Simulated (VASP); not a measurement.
# SiC: excitons from the Bethe-Salpeter equation, part 2 of 3

Aim: the optical spectrum of SiC with the electron-hole interaction. The cell has space group P6_3mc. The start is a cell from a database of measured crystal structures.

VASP 6.6.1, plane waves and PAW; the level of theory is named at each step.

So far. Step 2 (Ground state): The cell has a gap of 2.14 eV on mesh and path. Forces of up to 0.17 eV/Å remain in these settings.

## Step 3: Empty bands

Level of this step: r2SCAN; plane waves and PAW (Si_GW, C_GW) (VASP).

The next step needs empty bands that the ground-state run didn't converge, so the Hamiltonian is diagonalised exactly for NBANDS bands, in a single step. LOPTICS writes the k-derivatives of the orbitals (WAVEDER), which give the long-wavelength limit of the screening.

File INCAR:

```
SYSTEM = SiC
PREC = Accurate
ENCUT = 440
ISMEAR = 0
SIGMA = 0.01
LREAL = .FALSE.
METAGGA = R2SCAN
LASPH = .TRUE.
NBANDS = 376
ALGO = Exact
NELM = 1
LWAVE = .TRUE.
LCHARG = .FALSE.
LOPTICS = .TRUE.
NEDOS = 1000
CSHIFT = 0.1
```

File POSCAR:

```
SiC
1.0
    3.0790000000      0.0000000000      0.0000000000
   -1.5395000000      2.6664922183      0.0000000000
    0.0000000000      0.0000000000     20.1460000000
Si C
8 8
Direct
    0.3333333333      0.6666666667      0.2500000000
    0.6666666667      0.3333333333      0.7500000000
    0.3333333333      0.6666666667      0.6250000000
    0.6666666667      0.3333333333      0.1250000000
    0.0000000000      0.0000000000      0.0000000000
    0.0000000000      0.0000000000      0.5000000000
    0.3333333333      0.6666666667      0.8750000000
    0.6666666667      0.3333333333      0.3750000000
    0.3333333333      0.6666666667      0.9690000000
    0.6666666667      0.3333333333      0.4690000000
    0.0000000000      0.0000000000      0.0940000000
    0.0000000000      0.0000000000      0.5940000000
    0.3333333333      0.6666666667      0.3440000000
    0.6666666667      0.3333333333      0.8440000000
    0.3333333333      0.6666666667      0.7190000000
    0.6666666667      0.3333333333      0.2190000000
```

File KPOINTS:

```
Automatic mesh
0
Gamma
6 6 1
0 0 0
```

Potentials, in the order of the species: Si_GW and C_GW (PBE family, release 64).

On the command line:

```
$ mpirun -np 8 vasp_std
```

What it wrote:

```text
[banner, memory and clock lines left out]
running    8 mpi-ranks, on    1 nodes
 distrk:  each k-point on    8 cores,    1 groups
 distr:  one band on    1 cores,    8 groups

 POSCAR found type information on POSCAR SiC
 POSCAR found :  2 types and      16 ions
 [... a notice as in an earlier step ...]

 [... a notice as in an earlier step ...]

 LDA part: xc-table for (None), standard interpolation
 found WAVECAR, reading the header
  number of bands has changed, file:    48 present:   376
  trying to continue reading WAVECAR, but it might fail
 POSCAR, INCAR and KPOINTS ok, starting setup
 FFT: planning ... GRIDC
 FFT: planning ... GRID_SOFT
 FFT: planning ... GRID
 reading WAVECAR
 random initialization beyond band           48
 the WAVECAR file was read successfully
 initial charge from wavefunction
 entering main loop
       N       E                     dE             d eps       ncg     rms          rms(c)
DIA:   1    -0.154540519316E+03   -0.15454E+03    0.00000E+00     0   0.000E+00
   1 F= -.15454052E+03 E0= -.15454052E+03  d E =-.152993E-15
 writing wavefunctions
 optical routines
 imaginary and real dielectric function
 direction            1
 direction            2
 direction            3
```

The job ended after 2.3 min (8 MPI ranks of AMD EPYC 7R43, shared host; peak memory 3.6 GiB; 18 min of CPU time).

Parts of OUTCAR (step 3):

```text
 Found      7 irreducible k-points:

   k-points           NKPTS =      7   k-points in BZ     NKDIM =      7   number of bands    NBANDS=    376

   NELECT =      64.0000    total number of electrons

 E-fermi :   7.7376

 k-point     3 :       0.3333    0.0000    0.0000
  band No.  band energies     occupation
    ...
     28       6.1380      2.00000
     29       6.3866      2.00000
     30       6.4218      2.00000
     31       6.6255      2.00000
     32       6.8229      2.00000
     33      10.8155      0.00000
     34      10.8743      0.00000
     35      11.5192      0.00000
     36      11.8575      0.00000
     37      12.6048      0.00000
    ...

  Total       -1.3498938     -1.3498938     -2.1291288      0.0000000      0.0000000      0.0000000
  in kB      -13.0758928    -13.0758928    -20.6240372      0.0000000      0.0000000      0.0000000
  external PRESSURE =     -15.5919409 kB  Pullay stress =       0.0000000 kB

 POSITION                                       TOTAL-FORCE (eV/Angst)
 -----------------------------------------------------------------------------------
     -0.00000      1.77766      5.03650        -0.000000     -0.000000      0.080042
      1.53950      0.88883     15.10950         0.000000     -0.000000      0.080042
     -0.00000      1.77766     12.59125         0.000000     -0.000000      0.066460
      1.53950      0.88883      2.51825        -0.000000      0.000000      0.066460
      0.00000      0.00000      0.00000        -0.000000      0.000000      0.077311
      0.00000      0.00000     10.07300         0.000000     -0.000000      0.077311
     -0.00000      1.77766     17.62775         0.000000     -0.000000      0.068615
      1.53950      0.88883      7.55475        -0.000000      0.000000      0.068615
     -0.00000      1.77766     19.52147        -0.000000      0.000000     -0.088198
      1.53950      0.88883      9.44847         0.000000     -0.000000     -0.088198
      0.00000      0.00000      1.89372         0.000000      0.000000     -0.069325
      0.00000      0.00000     11.96672         0.000000     -0.000000     -0.069325
     -0.00000      1.77766      6.93022         0.000000      0.000000      0.031436
      1.53950      0.88883     17.00322         0.000000     -0.000000      0.031436
     -0.00000      1.77766     14.48497         0.000000      0.000000     -0.166340
      1.53950      0.88883      4.41197         0.000000     -0.000000     -0.166340
 -----------------------------------------------------------------------------------
    total drift:                                0.000000      0.000000     -0.004571

  FREE ENERGIE OF THE ION-ELECTRON SYSTEM (eV)
  ---------------------------------------------------
  free  energy   TOTEN  =      -154.5405193160 eV

  energy  without entropy=     -154.5405193160  energy(sigma->0) =     -154.54051932

 plasma frequency squared (from intraband transitions) (eV^2)
  --------------------------------------------------------------------------------------
       0.000      -0.000      -0.000
       0.000       0.000       0.000
       0.000       0.000       0.000

[... 14 parts as in an earlier step ...]
```

The gap is read on the k-mesh alone, so it is an upper bound where the band edges lie off the mesh.

A gap read on the k-mesh alone can miss the band edges.

Numbers from this step:

| Item | Value |
| --- | --- |
| gap on the k-mesh | 2.143 eV |
| least direct gap on the k-mesh | 3.296 eV |

WAVECAR now holds 376 bands for 64 electrons. Its independent-particle dielectric tensor has xx, yy, zz = 6.9, 6.9, 6.7 on this mesh, which isn't tested for convergence in mesh or bands and lacks local fields.

## Step 4: G0W0

This step: G0W0 on r2SCAN; plane waves and PAW (Si_GW, C_GW) (VASP 6.6.1).

G0W0 keeps orbitals and screening fixed and shifts each of the lowest NBANDSGW levels once. LWAVE keeps the quasiparticle levels in WAVECAR, and the W files hold the screened interaction for the next step.

File INCAR:

```
SYSTEM = SiC
PREC = Accurate
ENCUT = 440
ISMEAR = 0
SIGMA = 0.01
LREAL = .FALSE.
METAGGA = R2SCAN
LASPH = .TRUE.
NBANDS = 376
ALGO = EVGW0
NELMGW = 1
ENCUTGW = 100
NOMEGA = 48
PRECFOCK = Fast
NBANDSGW = 40
LWAVE = .TRUE.
LCHARG = .FALSE.
```

POSCAR is that of step 3.

KPOINTS is that of step 3.

On the command line:

```
$ mpirun -np 8 vasp_std
```

What it wrote:

```text
[banner, memory and clock lines left out]
running    8 mpi-ranks, on    1 nodes
 distrk:  each k-point on    8 cores,    1 groups
 distr:  one band on    1 cores,    8 groups

 POSCAR found type information on POSCAR SiC
 POSCAR found :  2 types and      16 ions
 [... a notice as in an earlier step ...]

 [... a notice as in an earlier step ...]

|                                                                             |
|           W    W    AA    RRRRR   N    N  II  N    N   GGGG   !!!           |
|           W    W   A  A   R    R  NN   N  II  NN   N  G    G  !!!           |
|           W    W  A    A  R    R  N N  N  II  N N  N  G       !!!           |
|           W WW W  AAAAAA  RRRRR   N  N N  II  N  N N  G  GGG   !            |
|           WW  WW  A    A  R   R   N   NN  II  N   NN  G    G                |
|           W    W  A    A  R    R  N    N  II  N    N   GGGG   !!!           |
|                                                                             |
|     The default for ENCUTGWSOFT is different in this version of VASP.       |
|     please manually set ENCUTGWSOFT =100 in the INCAR file.                 |
|                                                                             |

 LDA part: xc-table for (None), standard interpolation
 found WAVECAR, reading the header
 POSCAR, INCAR and KPOINTS ok, starting setup
 FFT: planning ... GRIDC
 FFT: planning ... GRID_SOFT
 FFT: planning ... GRID
 reading WAVECAR
 the WAVECAR file was read successfully
 initial charge from wavefunction
 available memory per node:     86.41 GB, setting MAXMEM to     88483

 The Fermi energy was updated, please check that it is located mid-gap
 values below the HOMO (VB) or above the LUMO (CB) will cause erroneous energies
 E-fermi :   8.7566

 calculate exact exchange contribution
 the WAVEDER file was read successfully
energies w=
    0.000    0.000    0.810    0.000    1.617    0.000    2.417    0.000
    3.208    0.000    3.988    0.000    4.755    0.000    5.508    0.000
    6.248    0.000    6.974    0.000    7.686    0.000    8.388    0.000
    9.079    0.000    9.761    0.000   10.438    0.000   11.111    0.000
   11.783    0.000   12.456    0.000   13.134    0.000   13.819    0.000
   14.515    0.000   15.226    0.000   15.955    0.000   16.708    0.000
   17.491    0.000   18.307    0.000   19.166    0.000   20.074    0.000
   21.042    0.000   22.081    0.000   23.204    0.000   24.429    0.000
   25.777    0.000   27.274    0.000   28.955    0.000   30.863    0.000
   33.054    0.000   35.609    0.000   38.634    0.000   42.279    0.000
   46.769    0.000   52.439    0.000   59.831    0.000   69.864    0.000
   84.242    0.000  106.516    0.000  145.516    0.000  230.973    0.000
 responsefunction array rank=     400
 LDA part: xc-table for (None), standard interpolation

 min. memory requirement per mpi rank    366.3 MB, per node   2930.6 MB

 allocating   6 responsefunctions rank=   400
 shmem allocating  48 responsefunctions rank=   400
 response function shared by NCSHMEM nodes    1
 Doing            6  frequencies on each core in blocks of           48
NQ=   1    0.0000    0.0000    0.0000,
|.........|.........|.........|.........|.........|.........|.........|.........
 performed       1003000 updates of chi_q(r,r)
 total number of BLAS operations       1277.60 Gflops
NQ=   2    0.1667    0.0000    0.0000,
|.........|.........|.........|.........|.........|.........|.........|.........
 performed       2607000 updates of chi_q(r,r)
 total number of BLAS operations       3260.40 Gflops
NQ=   3    0.3333    0.0000    0.0000,
|.........|.........|.........|.........|.........|.........|.........|.........
 performed       4211000 updates of chi_q(r,r)
 total number of BLAS operations       5017.91 Gflops
NQ=   4    0.5000    0.0000    0.0000,
|.........|.........|.........|.........|.........|.........|.........|.........
 performed       5545000 updates of chi_q(r,r)
 total number of BLAS operations       6355.30 Gflops
NQ=   5    0.1667    0.1667    0.0000,
|.........|.........|.........|.........|.........|.........|.........|.........
 performed       7239000 updates of chi_q(r,r)
 total number of BLAS operations       8407.18 Gflops
NQ=   6    0.3333    0.1667    0.0000,
|.........|.........|.........|.........|.........|.........|.........|.........
 performed       9114000 updates of chi_q(r,r)
 total number of BLAS operations      10450.09 Gflops
NQ=   7    0.3333    0.3333    0.0000,
|.........|.........|.........|.........|.........|.........|.........|.........
 performed      10267000 updates of chi_q(r,r)
 total number of BLAS operations      11686.28 Gflops
 resolving degeneracies of screened two electron integrals

 calculate QP shifts <psi_nk| G(iteration)W_0 |psi_nk>: iteration 1
 writing wavefunctions
 entering main loop
```

Wall time 4.1 min (8 MPI ranks); peak memory 3.1 GiB.

From OUTCAR (step 4):

```text
 Found      7 irreducible k-points:

   k-points           NKPTS =      7   k-points in BZ     NKDIM =     36   number of bands    NBANDS=    376

   NELECT =      64.0000    total number of electrons

 E-fermi :   8.7566

 QP shifts <psi_nk| G(iteration)W_0 |psi_nk>: iteration 1
 for sc-GW calculations column KS-energies equals QP-energies in previous step
 and V_xc(KS)=  KS-energies - (<T + V_ion + V_H > + <T+V_H+V_ion>^1  + <V_x>^1)
 k-point   1 :       0.0000    0.0000    0.0000
  band No.  KS-energies  QP-energies   sigma(KS)   V_xc(KS)     V^pw_x(r,r')   Z            occupation Imag(sigma)
    ...
     29       7.4993       7.2733     -15.2133     -14.9308     -17.4757       0.8000       2.0000       0.0648
     30       7.6820       7.4696     -15.2772     -15.0120     -17.5061       0.8010       2.0000       0.0637
     31       7.6820       7.4696     -15.2772     -15.0120     -17.5061       0.8010       2.0000       0.0637
     32       7.6849       7.4796     -15.2302     -14.9737     -17.4105       0.8007       2.0000       0.0628
     33      13.4591      13.9298     -11.1455     -11.7271      -6.7444       0.8092       0.0000      -0.0897
     34      13.5249      13.9920     -11.1179     -11.6955      -6.6998       0.8085       0.0000      -0.0903
     35      13.8586      14.3349     -11.1293     -11.7191      -6.6676       0.8077       0.0000      -0.0930
     36      14.1251      14.5990     -11.0878     -11.6762      -6.5558       0.8054       0.0000      -0.0962
    ...

 k-point   2 :       0.1667    0.0000    0.0000
  band No.  KS-energies  QP-energies   sigma(KS)   V_xc(KS)     V^pw_x(r,r')   Z            occupation Imag(sigma)
    ...
     29       7.0972       6.8401     -15.1069     -14.7846     -17.4436       0.7979       2.0000       0.0672
     30       7.1388       6.8827     -15.1115     -14.7905     -17.4468       0.7979       2.0000       0.0670
     31       7.3836       7.1545     -15.1307     -14.8442     -17.3593       0.8001       2.0000       0.0643
     32       7.4366       7.2085     -15.2496     -14.9644     -17.5328       0.7998       2.0000       0.0652
     33      12.9361      13.2937     -10.1950     -10.6347      -5.8405       0.8135       0.0000      -0.0900
     34      13.1671      13.5345     -10.2259     -10.6781      -5.8388       0.8125       0.0000      -0.0911
     35      13.1896      13.5537     -10.2663     -10.7149      -5.8755       0.8115       0.0000      -0.0918
     36      13.6708      14.0478     -10.3132     -10.7786      -5.8407       0.8100       0.0000      -0.0952
    ...

 k-point   3 :       0.3333    0.0000    0.0000
  band No.  KS-energies  QP-energies   sigma(KS)   V_xc(KS)     V^pw_x(r,r')   Z            occupation Imag(sigma)
    ...
     29       6.3866       6.0773     -14.9095     -14.5200     -17.3980       0.7941       2.0000       0.0721
     30       6.4218       6.1107     -14.9115     -14.5199     -17.4018       0.7944       2.0000       0.0721
     31       6.6255       6.3375     -14.8734     -14.5117     -17.2341       0.7963       2.0000       0.0687
     32       6.8229       6.5475     -15.0940     -14.7481     -17.5125       0.7963       2.0000       0.0691
     33      10.8155      11.1049     -10.0899     -10.4431      -6.1407       0.8193       0.0000      -0.0775
     34      10.8743      11.1623     -10.0731     -10.4246      -6.1105       0.8193       0.0000      -0.0779
     35      11.5192      11.8282     -10.1001     -10.4772      -6.0230       0.8193       0.0000      -0.0803
     36      11.8575      12.1787     -10.1388     -10.5320      -5.9917       0.8170       0.0000      -0.0835
    ...

[... 8 parts as in an earlier step ...]

[... 4 further parts left out ...]
```

This step gave:

```yaml
quasiparticle_gap_on_the_mesh: 2.617 eV
smallest_direct_quasiparticle_gap_on_the_mesh: 3.860 eV
gap_of_the_starting_orbitals_on_the_mesh: 2.143 eV
```

GW takes the gap from 2.143 to 2.617 eV. The value holds for 376 bands, ENCUTGW = 100 eV and this mesh, and isn't shown to be converged in them.

(Part 2 of 3 ends here.)

[Lines on the potential files, build, host, timing and source positions are cut from VASP's logs without a mark.]

[Logs are printed without paths, hosts, clocks, repeated set-up lines and the standing remarks that a program may print on its own settings, such as how far it seeks lower states.]

[Hosts, paths, dates, database ids (printed as entryN), source tags and the programs' standing remarks are cut or masked in the printed files.]

[Pressures printed for these runs are not shown converged in the cutoff: they can be off by several GPa and have the wrong sign.]
